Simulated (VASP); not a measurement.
Consider the following.

```
CaF2
1.0
    0.00000     2.77549     2.77549
    2.77549     0.00000     2.77549
    2.77549     2.77549     0.00000
Ca F
1 2
Direct
  0.00000   0.00000   0.00000
  0.25000   0.25000   0.25000
  0.75000   0.75000   0.75000
```

The numbers are results of vdW-DF2, VASP's PBE PAW potentials (set 64) (plane waves; VASP), not measurements. Numerical set-up: 520 eV cut-off, Gaussian smearing of 0.050 eV, potentials Ca_sv F.

Task: Give the energies of bands 7 to 15 at the high-symmetry points, in eV from the valence-band maximum.

Result: 
| band | Γ | X | U | L | W |
|---|---|---|---|---|---|
| 7 | -1.94 | -2.55 | -2.30 | -1.39 | -2.12 |
| 8 | -1.94 | -1.57 | -1.64 | -1.39 | -2.03 |
| 9 | -1.94 | -1.57 | -1.43 | -1.22 | -0.98 |
| 10 | -0.25 | -0.33 | -0.59 | -1.19 | -0.98 |
| 11 | -0.25 | -0.33 | -0.42 | -0.80 | -0.25 |
| 12 | -0.25 | 0.00 | -0.09 | -0.80 | -0.09 |
| 13 | 6.83 | 7.85 | 8.10 | 9.12 | 8.16 |
| 14 | 8.96 | 9.28 | 9.45 | 9.12 | 9.46 |
| 15 | 8.96 | 9.79 | 9.52 | 9.45 | 9.67 |

The gap is indirect, 6.83 eV, from the valence maximum at X to the conduction minimum at Γ.

Measured: gap 11.80 eV (computed value off by -4.97 eV), as given by E. Cadelano et al., The European Physical Journal B (2011), arXiv:1107.5962.

The compound is CaF2 in the fluorite structure. It was relaxed first, which changed the volume by +5 %.
